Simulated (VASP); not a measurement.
Consider the following.

```
Cu3Sn
1.0
    4.32369     0.00000     0.00000
    0.00000     5.43252     0.00000
    0.00000     0.00000     4.76457
Cu Sn
6 2
Direct
  0.50000   0.00000   0.30100
  0.00000   0.50000   0.69900
  0.00000   0.75052   0.15581
  0.00000   0.24948   0.15581
  0.50000   0.74948   0.84419
  0.50000   0.25052   0.84419
  0.50000   0.50000   0.34118
  0.00000   0.00000   0.65882
```

The numbers are results of PBEsol GGA, VASP's PBE PAW potentials (set 64) (plane waves; VASP), not measurements. Numerical set-up: 300 eV cut-off, 4×3×4 Γ-centred mesh, Fermi-Dirac smearing of 0.10 eV, potentials Cu Sn_d.

Task: Give the energies of bands 39 to 52 at the high-symmetry points, in eV from the Fermi level.

Result: 
```csv
band,Γ,X,S,Y,Z,U,R,T
39,-2.69,-2.67,-2.80,-2.71,-2.60,-2.72,-2.58,-2.71
40,-2.68,-2.67,-2.80,-2.71,-2.58,-2.72,-2.58,-2.71
41,-2.64,-2.46,-2.50,-2.62,-2.44,-2.53,-2.57,-2.60
42,-2.45,-2.46,-2.50,-2.62,-2.32,-2.53,-2.57,-2.60
43,-2.37,-1.91,-2.42,-0.99,-2.05,-2.46,-2.41,-2.50
44,-2.12,-1.91,-2.42,-0.99,-1.82,-2.46,-2.41,-2.50
45,-1.81,-1.59,-0.24,-0.74,-1.59,-2.02,-2.39,1.09
46,-1.25,-1.59,-0.24,-0.74,-0.93,-2.02,-2.39,1.09
47,0.56,-1.36,0.33,-0.36,-0.03,-1.74,-2.22,1.24
48,1.48,-1.36,0.33,-0.36,0.19,-1.74,-2.22,1.24
49,2.01,1.08,1.37,1.09,0.87,0.81,5.17,2.01
50,2.33,1.08,1.37,1.09,1.93,0.81,5.17,2.01
51,2.83,4.46,1.98,2.52,3.75,1.88,5.55,2.37
52,3.41,4.46,1.98,2.52,4.33,1.88,5.55,2.37
```

It has no gap at this level: it comes out as a metal or semimetal.

The structure comes from a computed database's Cu3Sn entry (Pmmn); how it stands against other phases isn't given here. The cell was not relaxed at this level. The k-mesh is coarse (spacing up to 0.39 per Å, 2π included), so the numbers may not be converged in it.
